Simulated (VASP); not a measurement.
A run of VASP 6.6.1:

INCAR

```
SYSTEM = Bi
PREC = Accurate ; ENCUT = 600
EDIFF = 1E-7 ; ISMEAR = 0
SIGMA = 0.1 ; LREAL = .FALSE.
LASPH = .TRUE. ; NELM = 80
ALGO = Normal ; ISIF = 3
LWAVE = .FALSE. ; LCHARG = .FALSE.
GGA = PS ; IBRION = 2
NSW = 80 ; EDIFFG = -0.05
PSTRESS = 408.0
```

The input KPOINTS:

```
Automatic mesh
0
G
  8 8 8
  0 0 0
```

File POSCAR:

```
Bi
1.0
   -1.7590503306      1.7590503306      1.7590503306
    1.7590503306     -1.7590503306      1.7590503306
    1.7590503306      1.7590503306     -1.7590503306
Bi
1
Direct
    0.0000000000      0.0000000000      0.0000000000
```

Potentials or basis: VASP PAW PBE potentials, release 64 (Bi_d).

Command:

```bash
$ cat potpaw_PBE.64/Bi_d/POTCAR > POTCAR
$ mpirun -np 1 vasp_std > vasp.out
```

Hardware: 1 thread of Intel(R) Xeon(R) Platinum 8375C CPU @ 2.90GHz (Ice Lake), on a shared host.

**Question.** Estimate the wall time of this run.

**Answer.** Run time: 11 s on 1 thread of Intel(R) Xeon(R) Platinum 8375C CPU @ 2.90GHz (Ice Lake), on a shared host, peak memory 0.13 GiB. Counts: scf iterations 11, k points 29, ion steps 1.
